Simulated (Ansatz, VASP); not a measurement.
# Cross-check of Ta12Al14O51 between VASP and Ansatz

Aim: how closely do two programs agree when they are given the same cell, functional and k mesh? Of the first pair: The structure shown is frame 83 of Ansatz's trajectory.

Method: plane waves, with VASP 6.6.1 beside it; single point at PBE, in Ansatz 0.2.0.

**1. The structure**

The cell holds 77 atoms: 14 Al, 12 Ta and 51 O. Its edges and angles: a = 9.760 Å, b = 9.760 Å, c = 9.760 Å, α = 90.0°, β = 90.0°, γ = 90.0°. As first built, before any earlier steps moved the atoms (in the runner's words): 77 atoms (14 Al, 12 Ta, 51 O) placed at random at 6.01 g/cm^3 and pushed apart to contact distance.

**2. Ansatz: dynamics, PBE**

Ansatz runs on its default PAW (the set named soft_2) files.

One frame of this run of dynamics is then solved in both programs, so the motion causes no difference.

input.yaml reads:

```yaml
crystal:
  lattice:
    - [9.7601, 0.0, 0.0]
    - [0.0, 9.7601, 0.0]
    - [0.0, 0.0, 9.7601]
  atoms:
    - { symbol: Al, position: [0.31887, 0.62404, 0.42019] }
    - { symbol: Al, position: [0.74776, 0.27638, 0.21221] }
    - { symbol: Al, position: [0.66281, 0.98671, 0.38381] }
    - { symbol: Al, position: [0.19875, 0.9248, 0.3191] }
    - { symbol: Al, position: [0.62783, 0.46785, 0.449] }
    - { symbol: Al, position: [0.42163, 0.21366, 0.44226] }
    - { symbol: Al, position: [0.4155, 0.36494, 0.65599] }
    - { symbol: Al, position: [0.47119, 0.43242, 0.21394] }
    - { symbol: Al, position: [0.90577, 0.75205, 0.35098] }
    - { symbol: Al, position: [0.45633, 0.09648, 0.15336] }
    - { symbol: Al, position: [0.84244, 0.11527, 0.85867] }
    - { symbol: Al, position: [0.46782, 0.87149, 0.88746] }
    - { symbol: Al, position: [0.98781, 0.44493, 0.37579] }
    - { symbol: Al, position: [0.22831, 0.05768, 0.00449] }
    - { symbol: Ta, position: [0.641, 0.33007, 0.9301] }
    - { symbol: Ta, position: [0.82005, 0.54029, 0.66483] }
    - { symbol: Ta, position: [0.00452, 0.77995, 0.88865] }
    - { symbol: Ta, position: [0.02187, 0.32078, 0.03219] }
    - { symbol: Ta, position: [0.16762, 0.98372, 0.69643] }
    - { symbol: Ta, position: [0.76818, 0.85344, 0.64576] }
    - { symbol: Ta, position: [0.44625, 0.88089, 0.57334] }
    - { symbol: Ta, position: [0.73546, 0.90933, 0.09992] }
    - { symbol: Ta, position: [0.34583, 0.51634, 0.92782] }
    - { symbol: Ta, position: [0.93701, 0.15538, 0.43886] }
    - { symbol: Ta, position: [0.12374, 0.31313, 0.70249] }
    - { symbol: Ta, position: [0.13694, 0.63415, 0.19901] }
    - { symbol: O, position: [0.86959, 0.9521, 0.79008] }
    - { symbol: O, position: [0.88562, 0.79221, 0.03983] }
    - { symbol: O, position: [0.84086, 0.70728, 0.78003] }
    - { symbol: O, position: [0.29958, 0.24365, 0.57749] }
    - { symbol: O, position: [0.74799, 0.14469, 0.34197] }
    - { symbol: O, position: [0.03811, 0.1131, 0.62402] }
    - { symbol: O, position: [0.05027, 0.31741, 0.50195] }
    - { symbol: O, position: [0.78501, 0.86573, 0.28988] }
    - { symbol: O, position: [0.16958, 0.393, 0.91691] }
    - { symbol: O, position: [0.15819, 0.54518, 0.39004] }
    - { symbol: O, position: [0.82052, 0.06605, 0.03434] }
    - { symbol: O, position: [0.46725, 0.36788, 0.82743] }
    - { symbol: O, position: [0.62213, 0.83365, 0.48879] }
    - { symbol: O, position: [0.37222, 0.70871, 0.56574] }
    - { symbol: O, position: [0.67964, 0.17976, 0.81624] }
    - { symbol: O, position: [0.4563, 0.52348, 0.37424] }
    - { symbol: O, position: [0.05462, 0.04718, 0.35294] }
    - { symbol: O, position: [0.27357, 0.46603, 0.70749] }
    - { symbol: O, position: [0.08504, 0.44281, 0.16365] }
    - { symbol: O, position: [0.74658, 0.45197, 0.81911] }
    - { symbol: O, position: [0.00295, 0.47224, 0.702] }
    - { symbol: O, position: [0.41006, 0.25461, 0.26497] }
    - { symbol: O, position: [0.31215, 0.53296, 0.12857] }
    - { symbol: O, position: [0.5776, 0.97719, 0.2173] }
    - { symbol: O, position: [0.92585, 0.29324, 0.28401] }
    - { symbol: O, position: [0.80837, 0.01019, 0.53397] }
    - { symbol: O, position: [0.41215, 0.0297, 0.97878] }
    - { symbol: O, position: [0.60952, 0.82588, 0.99011] }
    - { symbol: O, position: [0.63646, 0.575, 0.60054] }
    - { symbol: O, position: [0.82365, 0.44623, 0.48519] }
    - { symbol: O, position: [0.58683, 0.87213, 0.73165] }
    - { symbol: O, position: [0.93469, 0.59399, 0.27419] }
    - { symbol: O, position: [0.65131, 0.41636, 0.27399] }
    - { symbol: O, position: [0.28578, 0.01811, 0.19029] }
    - { symbol: O, position: [0.81749, 0.34369, 0.0484] }
    - { symbol: O, position: [0.87352, 0.72613, 0.52832] }
    - { symbol: O, position: [0.09736, 0.15941, 0.08041] }
    - { symbol: O, position: [0.49694, 0.0502, 0.46424] }
    - { symbol: O, position: [0.38852, 0.69491, 0.88806] }
    - { symbol: O, position: [0.54128, 0.32458, 0.53267] }
    - { symbol: O, position: [0.35614, 0.93179, 0.7449] }
    - { symbol: O, position: [0.29088, 0.75087, 0.29006] }
    - { symbol: O, position: [0.11753, 0.65946, 0.99201] }
    - { symbol: O, position: [0.05803, 0.81125, 0.2694] }
    - { symbol: O, position: [0.25126, 0.94867, 0.50739] }
    - { symbol: O, position: [0.08326, 0.80894, 0.70022] }
    - { symbol: O, position: [0.21116, 0.14797, 0.81499] }
    - { symbol: O, position: [0.59977, 0.21719, 0.09352] }
    - { symbol: O, position: [0.51884, 0.46872, 0.03511] }
    - { symbol: O, position: [0.96555, 0.24868, 0.8391] }
    - { symbol: O, position: [0.12656, 0.93215, 0.91663] }
kpoints:
  mp_grid: { grid: [1, 1, 1] }
hamiltonian:
  xc: pbe
scf:
  occupations: { method: fixed }
output:
  forces: true
  stress: true
md:
  timestep: 2.0
  n_steps: 250
  ensemble: nvt_nose_hoover
  temperature: 300
  initial_velocities: maxwell_boltzmann
  seed: 7
```

The run is started by

```
$ ansatz run input.yaml --threads 8 --pin off --max-ram 15360MiB --backend cpu --events-out ev --progress --plain --runs-dir out
```

Numbers of over 12 decimals in the logs are rounded to 6 here.

Log:

```text
Warning: md: disabling space-group detection — thermal motion breaks the input geometry's symmetry, so no spatial operation reduces the k-mesh or symmetrises the density; time reversal is kept, so that k and −k are solved as one point where they differ and the mesh holds both, and exact exchange and, on two spinor components, a DFT+U term hold to it where the run has them: on two components no moment then forms, and  [...]
Warning: output.stress: scf.convergence.dr2_threshold = 7.7e-8 eV (the default of an md: trajectory) is looser than the 7.7e-9 eV advised for a printed stress (1e-10 eV for each atom of the cell: 77). What an SCF threshold leaves in a stress goes as its square root, and in the free energy as the threshold itself, and one threshold admits the most on a small cell: [figures from the program's tests cut] Set scf.converg [...]
Engine: ansatz 0.2.0, x86_64-unknown-linux-gnu
Pseudopotentials: kind: paw
Pseudopotential: Al, paw, valence charge 3, recommended cutoff 420 eV (normal), Al.paw.azcp
Pseudopotential: Ta, paw, valence charge 13, recommended cutoff 420 eV (normal), Ta.paw.azcp
Pseudopotential: O, paw, valence charge 6, recommended cutoff 420 eV (normal), O.paw.azcp
Functional definition: PBE
  parameter kappa = 0.804
  parameter beta = 0.066725
  exchange = pbe_x(kappa = kappa, mu = beta*pi^2/3)
  correlation = pbe_c(beta = beta)
Crystal: 77 atoms, lattice volume = 929.743 Å³
Basis set: ecut = 420 eV, 18037 PW (Γ), exchange–correlation on 144×144×144 points (8 copies of the dense FFT grid, shifted against one another)
Bands: 329, of which v1, the nominal top of the filled ones, is band 252 counted from 1 (251 counted from 0)
Symmetry: 1 space group operations
k-points: 1
Non-local potential: Al, projectors of the file, l = 0: 2, l = 1: 2, l = 2: 1
Non-local potential: Ta, projectors of the file, l = 0: 3, l = 1: 2, l = 2: 2, l = 3: 1
Non-local potential: O, projectors of the file, l = 0: 2, l = 1: 2, l = 2: 1
PAW form: soft (Blöchl's): semilocal exchange-correlation on the pseudo side does not see the compensation charge
PAW one-centre angular grid: Al, 110 points (default); XC on 64 Gauss nodes
PAW one-centre angular grid: Ta, 590 points (default); XC on 64 Gauss nodes
PAW one-centre angular grid: O, 110 points (default); XC on 64 Gauss nodes
Initial density: superposition of atomic densities (neutral atoms: chi_scale 0, normalization atom), corrected by the library's trained network
Initial wavefunctions: pseudopotential atomic-orbital guess
Functional: x = pbe(κ = 0.804, μ = 0.219515), c = pbe(β = 0.066725)
SCF iter   1: F=—  HF=-155735.415898 eV  |F-HF|=—  |Δ(HF+E_count)|=         —  Δρ=5.03e-3  dr2=1.93e-1  ethr=1.77e-3  ⟨swp⟩=5.0  Hψ=990  notcnv=0  defer=71
preconditioner: auto → Resta (q_TF=auto, 2.464 Å⁻¹)  ε∞=4.7  [insulator: Δε(μ)=3.084 eV  Ē_g=12.789 eV  n_scr=250 (ndim 8)  ℏωp=24.6 eV  f_vac=0.101  ε∞_Penn≈4.7]
SCF iter   2: F=—  HF=-155735.414639 eV  |F-HF|=—  |Δ(HF+E_count)|=   1.26e-3  Δρ=2.63e-3  dr2=4.37e-2  ethr=3.84e-5  ⟨swp⟩=3.0  Hψ=544  notcnv=0  defer=75
SCF iter   3: F=—  HF=-155735.418380 eV  |F-HF|=—  |Δ(HF+E_count)|=   3.74e-3  Δρ=1.18e-3  dr2=1.50e-2  ethr=8.68e-6  ⟨swp⟩=3.0  Hψ=433  notcnv=0  defer=74
automatic band count: iteration 3 solves 328 bands in place of 329: the levels show a gap, and the empty bands left out lie too high to hold charge; the band table lists the bands solved (type scf.n_extra_bands for more)
SCF iter   4: F=—  HF=-155735.418835 eV  |F-HF|=—  |Δ(HF+E_count)|=   4.55e-4  Δρ=3.12e-4  dr2=1.34e-3  ethr=2.97e-6  ⟨swp⟩=3.0  Hψ=432  notcnv=0  defer=74
SCF iter   5: F=—  HF=-155735.419344 eV  |F-HF|=—  |Δ(HF+E_count)|=   5.09e-4  Δρ=2.56e-4  dr2=6.30e-4  ethr=2.66e-7  ⟨swp⟩=2.0  Hψ=462  notcnv=0  defer=74
SCF iter   6: F=—  HF=-155735.419336 eV  |F-HF|=—  |Δ(HF+E_count)|=   7.94e-6  Δρ=8.15e-5  dr2=7.54e-5  ethr=1.25e-7  ⟨swp⟩=2.0  Hψ=461  notcnv=0  defer=73
[...]
md step   239: t =   478.00 fs  T =   340.1 K  F+E_penalty+E_count = -155732.37370715 eV  E_kin = 3.340655 eV  conserved = -155732.45267941 eV  P_inst = 4.7882 GPa  (5 SCF iters)
md step   240: t =   480.00 fs  T =   342.3 K  F+E_penalty+E_count = -155732.38680707 eV  E_kin = 3.363130 eV  conserved = -155732.45345706 eV  P_inst = 4.8486 GPa  (9 SCF iters)
md step   241: t =   482.00 fs  T =   338.1 K  F+E_penalty+E_count = -155732.33530997 eV  E_kin = 3.321807 eV  conserved = -155732.45301064 eV  P_inst = 4.9708 GPa  (4 SCF iters)
md step   242: t =   484.00 fs  T =   328.1 K  F+E_penalty+E_count = -155732.22600090 eV  E_kin = 3.223300 eV  conserved = -155732.45138516 eV  P_inst = 5.1441 GPa  (4 SCF iters)
md step   243: t =   486.00 fs  T =   314.8 K  F+E_penalty+E_count = -155732.08447852 eV  E_kin = 3.092732 eV  conserved = -155732.44903161 eV  P_inst = 5.3497 GPa  (4 SCF iters)
md step   244: t =   488.00 fs  T =   302.0 K  F+E_penalty+E_count = -155731.94786973 eV  E_kin = 2.966563 eV  conserved = -155732.44670658 eV  P_inst = 5.5650 GPa  (5 SCF iters)
md step   245: t =   490.00 fs  T =   293.2 K  F+E_penalty+E_count = -155731.85279674 eV  E_kin = 2.880797 eV  conserved = -155732.44519531 eV  P_inst = 5.7674 GPa  (5 SCF iters)
md step   246: t =   492.00 fs  T =   291.0 K  F+E_penalty+E_count = -155731.82318800 eV  E_kin = 2.859144 eV  conserved = -155732.44492533 eV  P_inst = 5.9392 GPa  (5 SCF iters)
md step   247: t =   494.00 fs  T =   295.9 K  F+E_penalty+E_count = -155731.86366648 eV  E_kin = 2.906548 eV  conserved = -155732.44577090 eV  P_inst = 6.0702 GPa  (5 SCF iters)
md step   248: t =   496.00 fs  T =   306.5 K  F+E_penalty+E_count = -155731.96139291 eV  E_kin = 3.010838 eV  conserved = -155732.44719827 eV  P_inst = 6.1576 GPa  (4 SCF iters)
md step   249: t =   498.00 fs  T =   320.7 K  F+E_penalty+E_count = -155732.09427555 eV  E_kin = 3.150582 eV  conserved = -155732.44859074 eV  P_inst = 6.2048 GPa  (4 SCF iters)
[...]
md step   250: t =   500.00 fs  T =   336.4 K  F+E_penalty+E_count = -155732.24059899 eV  E_kin = 3.304413 eV  conserved = -155732.44953986 eV  P_inst = 6.2181 GPa  (9 SCF iters)
SCF converged after 9 iterations
Free energy (F): -155732.240599 eV
Harris-Foulkes:  -155732.240599 eV  (|F-HF|=1.56e-8)
Internal energy: -155732.240599 eV  (E = F + TS)
E sigma→0 (E₀):  -155732.240599 eV
Fermi energy:    7.118707 eV
--- Per-component energies (eV) ---
  E_band       = -3331.840779
  E_kinetic    = 13743.039008
  E_local      = -37476.644056  (includes V_loc(G=0)·N_el)
  E_nonlocal   = 2761.239808
  E_hartree    = 14286.796558
  E_xc         = -6959.379453
  E_vxc        = -7679.105117  (∫ρ·V_xc dr)
  E_paw        = -115387.065383  (= ΣΔE_a)
  E_vpaw       = -3254.090783  (= ΣTr[D̂ρ^β])
  E_aug_tail   = 0.128956  (compensation charges beyond the density's cutoff)
  E_ewald      = -26700.356037
  E_smearing   = -0.000000  (= −TS)
  E_closure    = -0.000000  (closes the sum)
  Σ components = -155732.240599   (vs F -155732.240599, Δ=0.00e0)
--- Forces (eV/Å), atoms counted from 1 ---
  atom   1  Al    -0.59494007    -0.14957174    -1.15084918
  atom   2  Al     0.87207015    -0.28775608    -0.48801234
  atom   3  Al     1.25348429    -0.30797382    -0.10274810
  atom   4  Al     0.04287214    -1.55000655    -0.25516570
  atom   5  Al    -0.93022861    -0.33945655     0.07722749
  atom   6  Al     0.54803788     0.30503589     1.87825889
  atom   7  Al    -0.28907691    -0.25593781     0.36525011
  atom   8  Al    -0.32387061     0.43971236    -0.10732214
  atom   9  Al    -0.69104215    -0.26222475    -0.37164130
  atom  10  Al    -0.43913992    -0.19364254    -0.29686674
  atom  11  Al    -0.11787813     0.29576384     0.41964754
  atom  12  Al    -0.01919600     0.56082855    -0.36250775
  atom  13  Al    -1.00887513    -0.00776154    -1.04212301
  atom  14  Al     1.13694236     0.07706822     0.21093355
  atom  15  Ta     1.39270793    -0.37254355    -0.24053397
  atom  16  Ta     0.71175103    -0.03224704     1.31716675
  atom  17  Ta    -0.33618518    -0.46889176    -0.72488919
  atom  18  Ta     0.27368579    -0.26808971     1.01673170
  atom  19  Ta     0.23056582     2.82210949    -0.40147236
  atom  20  Ta    -1.59122892     0.25034747    -0.54755946
  atom  21  Ta    -0.49403665    -0.29617266     2.34967317
  atom  22  Ta     1.74221936    -0.75770433    -0.10402041
  atom  23  Ta     0.17724494    -0.93579195     0.36618025
  atom  24  Ta     0.88627763    -1.74307642     0.91647315
[...]
atom  70  O     -0.30732194     1.47058917     0.01722235
  atom  71  O     -0.36055250     0.27554023     1.01656589
  atom  72  O     -0.58270090    -1.30517241     0.49481756
  atom  73  O      0.62032438    -0.26717616     1.15000490
  atom  74  O     -0.58865559     0.40010657     0.37093115
  atom  75  O      0.47430221    -1.20654774    -0.01900853
  atom  76  O     -0.43951023    -0.70016389    -0.56253336
  atom  77  O      0.11491624    -0.57663275    -0.53128955
  max |Σ_I F_I| component: 5.89e-5 eV/Å
--- Stress (GPa, compression-positive) ---
        6.261165      -1.660663      -0.644622
       -1.660679       6.347623      -0.100378
       -0.644617      -0.100373       4.891660
  P = ⅓ Tr σ = 5.8335 GPa (58.335 kbar)
--- MD trajectory: 250 steps, t = 0.0 → 500.0 fs ---
  final state: T = 336.4 K   F+E_penalty+E_count = -155732.24059899 eV   E_kin = 3.304413 eV
  conserved energy: peak-to-peak 2.918e-2 eV (3.789e-4 eV/atom) over 500.0 fs
```

[end of part 1 of 4]

[Lines on the potential files, build, host, timing and source positions are cut from VASP's logs without a mark.]

[Logs are printed without paths, hosts, clocks, repeated set-up lines and the standing remarks that a program may print on its own settings, such as how far it seeks lower states.]

[Hosts, paths, dates, database ids (printed as entryN), source tags and the programs' standing remarks are cut or masked in the printed files.]
